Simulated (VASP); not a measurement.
Level of theory: TPSS meta-GGA, VASP's PBE PAW potentials (set 64) (plane waves; VASP 6.6.1).

A VASP calculation is set up with these files.

### INCAR
```
LMIXTAU  =  .TRUE.
NELM  =  100
PREC  =  Accurate
ISIF  =  2   # forces and stress, cell fixed
LREAL  =  .FALSE.   # projection in real space or not
ENCUT  =  520   # plane-wave cut-off (eV)
LASPH  =  .TRUE.   # aspherical one-centre terms
SYSTEM  =  Ag
ALGO  =  Normal   # blocked Davidson
SIGMA  =  0.1
LMAXMIX  =  4   # l cut-off of mixed one-centre charges
METAGGA  =  TPSS
ISMEAR  =  1   # Methfessel-Paxton
LWAVE  =  .FALSE.
LCHARG  =  .FALSE.
EDIFF  =  1E-7   # SCF stop (eV)
```

**POSCAR**
```
Ag
1
    0.0000000000     2.0633394319     2.0633394319
    2.0633394319     0.0000000000     2.0633394319
    2.0633394319     2.0633394319     0.0000000000
Ag
1
Direct
  1.0000000000   0.0000000000   0.0000000000
```

**KPOINTS**
```
Regular mesh
0
gamma
15 15 15
0 0 0
```

POTCAR, in this order: Ag (PBE.64 set). Program: vasp_std.

What will the output report for the number of irreducible k-points (NKPTS), largest plane-wave count, number of space-group operations, FFT grid (NGX, NGY, NGZ)?

The number of irreducible k-points (NKPTS) is 120 and the largest plane-wave count is 495. The number of space-group operations is 48 and the FFT grid (NGX, NGY, NGZ) comes out as 24 × 24 × 24.

The compound is Ag in the fcc structure. This cell is one point of a volume scan, at 1.03 of the reference volume.
